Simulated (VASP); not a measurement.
# Mg3W2 (P-3m1) in VASP: single point with PBE

Aim: the single point of Mg3W2 with PBE.

All numbers are computed with VASP 6.6.1; they aren't measurements. Logs are shortened: lines on timing, memory, paths and dates and some standing lists are left out, and cuts for length are marked.

### Step 1. The crystal as given

The structure is trigonal, space group P-3m1 (No. 164). The conventional cell has a = 4.230 Å, b = 4.230 Å, c = 6.688 Å, α = 90.00°, β = 90.00°, γ = 120.00°. Around Mg (site symmetry 3m) lie 4 W at 2.60 to 2.64 Å. Mg (site symmetry -3m) has 6 W at 2.90 Å as nearest neighbours. W (site symmetry 3m) is surrounded by 7 Mg at 2.60 to 2.90 Å.

The cell was built by a generator and needn't be a form met in nature.

### Step 2. Single point, PBE

Contents of INCAR:

```
SYSTEM = Mg3W2
ALGO = Fast
EDIFF = 1E-6
ENCUT = 520
GGA = PE
ISIF = 2
ISMEAR = -5
LASPH = .True.
LCHARG = .True.
LELF = .True.
LREAL = .False.
LVHAR = .True.
LWAVE = .False.
NBANDS = 25
NELM = 100
PREC = Accurate
SIGMA = 0.1
```

Contents of KPOINTS:

```
k-points
0
Gamma
  7 7 4
  0 0 0
```

Contents of POSCAR:

```
Mg3W2
1.0
    4.2300160000      0.0000000000      0.0000000000
   -2.1150080000      3.6633030000      0.0000000000
    0.0000000000      0.0000000000      6.6875250000
Mg W
3 2
Direct
    0.3333000000      0.6667000000      0.6300000000
    0.6667000000      0.3333000000      0.3700000000
    0.0000000000      0.0000000000      0.0000000000
    0.3333000000      0.6667000000      0.2350000000
    0.6667000000      0.3333000000      0.7650000000
```

Potentials or basis: VASP PAW PBE potentials, release 64 (Mg, W_sv).

Run with:

```console
cat potpaw_PBE.64/Mg/POTCAR potpaw_PBE.64/W_sv/POTCAR > POTCAR
mpirun -np 1 vasp_std > vasp.out
```

OUTCAR:

```text
SYSTEM = Mg3W2
   EDIFF = 1E-6
   ENCUT = 520
   GGA = PE
   ISIF = 2
   ISMEAR = -5
   LASPH = .True.
   LREAL = .False.
   NELM = 100
   PREC = Accurate

 ion  position               nearest neighbor table
   1  0.333  0.667  0.630-   5 2.60   5 2.60   5 2.60   4 2.64   2 3.00   2 3.00   2 3.00   3 3.48
                             3 3.48   3 3.48
   2  0.667  0.333  0.370-   4 2.60   4 2.60   4 2.60   5 2.64   1 3.00   1 3.00   1 3.00   3 3.48
                             3 3.48   3 3.48
   3  0.000  0.000  0.000-   4 2.90   5 2.90   5 2.90   4 2.90   5 2.90   4 2.90   1 3.48   2 3.48
                             1 3.48   2 3.48   2 3.48   1 3.48
   4  0.333  0.667  0.235-   2 2.60   2 2.60   2 2.60   1 2.64   3 2.90   3 2.90   3 2.90
   5  0.667  0.333  0.765-   1 2.60   1 2.60   1 2.60   2 2.64   3 2.90   3 2.90   3 2.90

  LATTYP: Found a hexagonal cell.
 ALAT       =     4.2300160000
 C/A-ratio  =     1.5809691973

  Lattice vectors:

 A1 = (   4.2300160000,   0.0000000000,   0.0000000000)
 A2 = (  -2.1150080000,   3.6633030000,   0.0000000000)
 A3 = (   0.0000000000,   0.0000000000,   6.6875250000)

Analysis of symmetry for initial positions (statically):
=====================================================================
 Subroutine PRICEL returns:
 Original cell was already a primitive cell.

 Routine SETGRP: Setting up the symmetry group for a
 hexagonal supercell.

 Subroutine GETGRP returns: Found  4 space group operations
 (whereof  4 operations were pure point group operations)
 out of a pool of 24 trial point group operations.

The static configuration has the point symmetry C_2h.

Analysis of symmetry for dynamics (positions and initial velocities):
=====================================================================
 Subroutine PRICEL returns:
 Original cell was already a primitive cell.

 Routine SETGRP: Setting up the symmetry group for a
 hexagonal supercell.

 Subroutine GETGRP returns: Found  4 space group operations
 (whereof  4 operations were pure point group operations)
 out of a pool of 24 trial point group operations.

The dynamic configuration has the point symmetry C_2h.

 Subroutine INISYM returns: Found  4 space group operations
 (whereof  4 operations are pure point group operations),
 and found     1 'primitive' translations

----------------------------------------------------------------------------------------

                                     Primitive cell

  volume of cell :     103.6288

  direct lattice vectors                    reciprocal lattice vectors
     4.230016000  0.000000000  0.000000000     0.236405725  0.136488846  0.000000000
    -2.115008000  3.663303000  0.000000000     0.000000000  0.272977693  0.000000000
     0.000000000  0.000000000  6.687525000     0.000000000  0.000000000  0.149532151

  length of vectors
     4.230016000  4.230017460  6.687525000     0.272977787  0.272977693  0.149532151

  position of ions in fractional coordinates (direct lattice)
     0.333300000  0.666700000  0.630000000
     0.666700000  0.333300000  0.370000000
     0.000000000  0.000000000  0.000000000
     0.333300000  0.666700000  0.235000000
     0.666700000  0.333300000  0.765000000

  ion indices of the primitive-cell ions
   primitive index   ion index
                 1           1
                 2           2
                 3           3
                 4           4
                 5           5

----------------------------------------------------------------------------------------

 KPOINTS: k-points

Automatic generation of k-mesh.
 Grid dimensions read from file:
 generate k-points for:    7    7    4

 Generating k-lattice:

  Cartesian coordinates                     Fractional coordinates (reciprocal lattice)
     0.033772246  0.019498407  0.000000000     0.142857143 -0.000000000  0.000000000
     0.000000000  0.038996813  0.000000000     0.000000000  0.142857143  0.000000000
     0.000000000  0.000000000  0.037383038     0.000000000  0.000000000  0.250000000

  Length of vectors
     0.038996827  0.038996813  0.037383038

  Shift w.r.t. Gamma in fractional coordinates (k-lattice)
     0.000000000  0.000000000  0.000000000

 TETIRR: Found    294 inequivalent tetrahedra from     1176

 Subroutine IBZKPT returns following result:
 ===========================================

 Found     60 irreducible k-points:

 Following reciprocal coordinates:
            Coordinates               Weight
  0.000000  0.000000  0.000000      1.000000
  0.142857  0.000000  0.000000      4.000000
 -0.142857  0.142857  0.000000      2.000000
  0.285714  0.000000  0.000000      4.000000
 -0.285714  0.285714  0.000000      2.000000
  0.428571  0.000000  0.000000      4.000000
[... 16 lines left out ...]
  0.000000  0.285714  0.250000      4.000000
 -0.285714  0.285714  0.250000      2.000000
 [... further k-points ...]
   k-points           NKPTS =     60   k-points in BZ     NKDIM =     60   number of bands    NBANDS=     25
   number of dos      NEDOS =    301   number of ions     NIONS =      5
   total plane-waves  NPLWV =  51200
   dimension x,y,z NGX =    32 NGY =   32 NGZ =   50
   dimension x,y,z NGXF=    64 NGYF=   64 NGZF=  100
   ions per type =               3   2
   NGX,Y,Z   is equivalent  to a cutoff of  12.58, 12.58, 12.43 a.u.
   NGXF,Y,Z  is equivalent  to a cutoff of  25.15, 25.15, 24.86 a.u.
 SYSTEM =  Mg3W2
   PREC   = accura    normal or accurate (medium, high low for compatibility)
   ISTART =      0    job   : 0-new  1-cont  2-samecut
   ICHARG =      2    charge: 1-file 2-atom 10-const
   ISPIN  =      1    spin polarized calculation?
   LNONCOLLINEAR =      F non collinear calculations
   LSORBIT =      F    spin-orbit coupling
   LASPH  =      T    aspherical Exc in radial PAW
   ENCUT  =  520.0 eV  38.22 Ry    6.18 a.u.   7.87  7.87 12.43*2*pi/ulx,y,z
   NELM   =    100;   NELMIN=  2; NELMDL= -5     # of ELM steps
   EDIFF  = 0.1E-05   stopping-criterion for ELM
   LREAL  =      F    real-space projection
   EDIFFG = 0.1E-04   stopping-criterion for IOM
   NSW    =      0    number of steps for IOM
   IBRION =     -1    ionic relax: 0-MD 1-quasi-New 2-CG
   NFREE  =      0    steps in history (QN), initial steepest desc. (CG)
   ISIF   =      2    stress and relaxation
   ISYM   =      2    0-nonsym 1-usesym 2-fastsym
   POTIM  = 0.5000    time-step for ionic-motion
   TEBEG  =    0.0;   TEEND  =   0.0 temperature during run
   PSTRESS=    0.0 pullay stress
   NELECT =      34.0000    total number of electrons
   NUPDOWN=      -1.0000    fix difference up-down
   EMIN   =  10.00;   EMAX   =-10.00  energy-range for DOS
   EFERMI =   0.00;   METHOD = LEGACY
   ISMEAR =    -5;   SIGMA  =   0.10  broadening in eV -4-tet -1-fermi 0-gaus
   EFERMI_NEDOS =   21; number of points for ismear=-14 and -15
   IALGO  =     68    algorithm
   IMIX   =      4    mixing-type and parameters
     AMIX     =   0.40;   BMIX     =  1.00
     AMIX_MAG =   1.60;   BMIX_MAG =  1.00
  volume/ion in A,a.u.               =      20.73       139.86
  Fermi-wavevector in a.u.,A,eV,Ry     =   1.129122  2.133732 17.346306  1.274918
  Thomas-Fermi vector in A             =   2.265815
   LORBIT       =      0    0 simple, 1 ext, 2 COOP (PROOUT), +10 PAW based schemes
   GGA     = PE    functional components
   LHFCALC =     F    Hartree Fock is set to
   AEXX    =    0.0000 exact exchange contribution
   IVDW    =     0    specifies the selected vdW correction
   LEPSILON=     F    determine dielectric tensor
   LRPA    =     F    only Hartree local field effects (RPA)
 non-spin polarized calculation
 RMM-DIIS sequential band-by-band and
 Fermi weights with tetrahedron method with Bloechl corrections
  energy-cutoff  :      520.00
  volume of cell :      103.63
 maximum number of plane-waves:      2818
   NGX = 15   NGY = 15   NGZ = 25

 number of electron      34.0000007 magnetization

 Free energy of the ion-electron system (eV)
  ---------------------------------------------------
  ext. energy  EPLUGINS =         0.00000000
  ---------------------------------------------------
  free energy    TOTEN  =       -20.58243785 eV

  energy without entropy =      -20.58243785  energy(sigma->0) =      -20.58243785

 E-fermi :   4.1622     XC(G=0): -10.0534

 val. band max:        4.1817064503   @ k =   0.0000   0.0000   0.5000
 cond. band min:       4.1591652708   @ k =   0.2857   0.0000   0.5000
 fundamental gap:     -0.0225411795
 Fermi energy:         4.1622131602

 k-point     1 :       0.0000    0.0000    0.0000
  band No.  band energies     occupation
      1     -69.5034      2.00000
      2     -69.5030      2.00000
      3     -33.7491      2.00000
      4     -33.7309      2.00000
      5     -33.7233      2.00000
      6     -33.7231      2.00000
[... 17 lines left out ...]
     24      10.9060      0.00000
     25      10.9848      0.00000

 k-point     2 :       0.1429    0.0000    0.0000
  band No.  band energies     occupation
      1     -69.5033      2.00000
      2     -69.5030      2.00000
      3     -33.7481      2.00000
      4     -33.7316      2.00000
      5     -33.7249      2.00000
      6     -33.7237      2.00000
[... 17 lines left out ...]
     24       9.9524      0.00000
     25      11.2530      0.00000

 k-point     3 :      -0.1429    0.1429    0.0000
  band No.  band energies     occupation
      1     -69.5033      2.00000
      2     -69.5030      2.00000
      3     -33.7481      2.00000
      4     -33.7316      2.00000
      5     -33.7247      2.00000
      6     -33.7239      2.00000
[... 17 lines left out ...]
     24       9.9523      0.00000
     25      11.1656      0.00000

 k-point     4 :       0.2857    0.0000    0.0000
  band No.  band energies     occupation
      1     -69.5032      2.00000
      2     -69.5030      2.00000
      3     -33.7455      2.00000
      4     -33.7338      2.00000
      5     -33.7284      2.00000
      6     -33.7261      2.00000
[... 17 lines left out ...]
     24       7.7988      0.00000
     25      10.4301      0.00000

 k-point     5 :      -0.2857    0.2857    0.0000
  band No.  band energies     occupation
      1     -69.5032      2.00000
      2     -69.5030      2.00000
      3     -33.7455      2.00000
      4     -33.7338      2.00000
      5     -33.7282      2.00000
      6     -33.7259      2.00000
[... 17 lines left out ...]
     24       7.7990      0.00000
     25      10.3196      0.00000

 k-point     6 :       0.4286    0.0000    0.0000
  band No.  band energies     occupation
      1     -69.5031      2.00000
      2     -69.5030      2.00000
      3     -33.7426      2.00000
      4     -33.7364      2.00000
      5     -33.7313      2.00000
      6     -33.7293      2.00000
[... 17 lines left out ...]
     24       6.6462      0.00000
     25       9.4555      0.00000
[... 393 lines left out ...]
 k-point    21 :       0.1429   -0.1429    0.2500
  band No.  band energies     occupation
      1     -69.5033      2.00000
      2     -69.5030      2.00000
      3     -33.7462      2.00000
      4     -33.7338      2.00000
      5     -33.7242      2.00000
      6     -33.7236      2.00000
[... 17 lines left out ...]
     24       9.4079      0.00000
     25      10.2864      0.00000

 k-point    22 :       0.2857    0.0000    0.2500
  band No.  band energies     occupation
      1     -69.5032      2.00000
      2     -69.5030      2.00000
      3     -33.7444      2.00000
      4     -33.7360      2.00000
      5     -33.7276      2.00000
      6     -33.7258      2.00000
[... 17 lines left out ...]
     24       7.7678      0.00000
     25      10.1366      0.00000

 k-point    23 :       0.0000    0.2857    0.2500
  band No.  band energies     occupation
      1     -69.5032      2.00000
      2     -69.5030      2.00000
      3     -33.7445      2.00000
      4     -33.7359      2.00000
      5     -33.7279      2.00000
      6     -33.7255      2.00000
[... 17 lines left out ...]
     24       7.8236      0.00000
     25       9.6424      0.00000

 k-point    24 :      -0.2857    0.2857    0.2500
  band No.  band energies     occupation
      1     -69.5032      2.00000
      2     -69.5030      2.00000
      3     -33.7443      2.00000
      4     -33.7362      2.00000
      5     -33.7274      2.00000
      6     -33.7255      2.00000
[... 17 lines left out ...]
     24       7.7678      0.00000
     25      10.1085      0.00000

 [... further k-points ...]
[... 5 lines left out ...]
  --------------------------------------------------------------------------------------
  -------------------------------------------------------------------------------------
  Total        3.5608374      3.5775096      0.5611181      0.0144357      0.0016506     -0.0028588
  in kB       55.0531859     55.3109510      8.6753014      0.2231871      0.0255189     -0.0441997
  external PRESSURE =      39.6798128 kB  Pullay stress =       0.0000000 kB

 VOLUME and BASIS-vectors are now :
 -----------------------------------------------------------------------------
  energy-cutoff  :      520.00
  volume of cell :      103.63
      direct lattice vectors                 reciprocal lattice vectors
     4.230016000  0.000000000  0.000000000     0.236405725  0.136488846  0.000000000
    -2.115008000  3.663303000  0.000000000     0.000000000  0.272977693  0.000000000
     0.000000000  0.000000000  6.687525000     0.000000000  0.000000000  0.149532151

 POSITION                                       TOTAL-FORCE (eV/Angst)
 -----------------------------------------------------------------------------------
     -0.00021      2.44232      4.21314         0.006179     -0.003567      0.236061
      2.11522      1.22098      2.47438        -0.006179      0.003567     -0.236061
      0.00000      0.00000      0.00000         0.000000      0.000000     -0.000000
     -0.00021      2.44232      1.57157        -0.001815      0.001048     -3.188098
      2.11522      1.22098      5.11596         0.001815     -0.001048      3.188098
 -----------------------------------------------------------------------------------
    total drift:                               -0.000000      0.000000      0.000000

  FREE ENERGIE OF THE ION-ELECTRON SYSTEM (eV)
  ---------------------------------------------------
  free  energy   TOTEN  =       -20.5824378498 eV

  energy  without entropy=      -20.5824378498  energy(sigma->0) =      -20.58243785
```

Run time: 64 s. Hardware: 1 thread of Intel Xeon 6975P-C (Granite Rapids), shared host; peak memory 0.31 GiB.

What came out:

* Free energy: -20.5824 eV
* Pressure: 4.0 GPa
* Largest force: 3.188 eV/Å
* Band gap on the k mesh: none (metal or under the smearing width)

Forces in eV/Å, atoms in the order of the input:
```
Mg   0.006 -0.004  0.236
Mg  -0.006  0.004 -0.236
Mg   0.000  0.000  0.000
W   -0.002  0.001 -3.188
W    0.002 -0.001  3.188
```

Stress tensor (GPa, compression positive):
```
5.51 0.02 0.00
0.02 5.53 0.00
0.00 0.00 0.87
```

Levels at points of the mesh, in eV from the Fermi level:
```tsv
k point	band 15	band 16	band 17	band 18	band 19	band 20
(0.00, 0.00, 0.00)	-0.88	-0.57	-0.42	-0.42	0.47	0.48
(0.00, 0.00, 0.50)	-0.86	-0.83	0.02	0.02	0.31	0.31
```

Caveat: forces of over 1 eV/Å show positions far from the minimum, so gaps and moduli don't describe the material at rest; tetrahedron occupations give inexact forces and stress in metals. Spin-orbit coupling is left out, which matters for the levels of W.
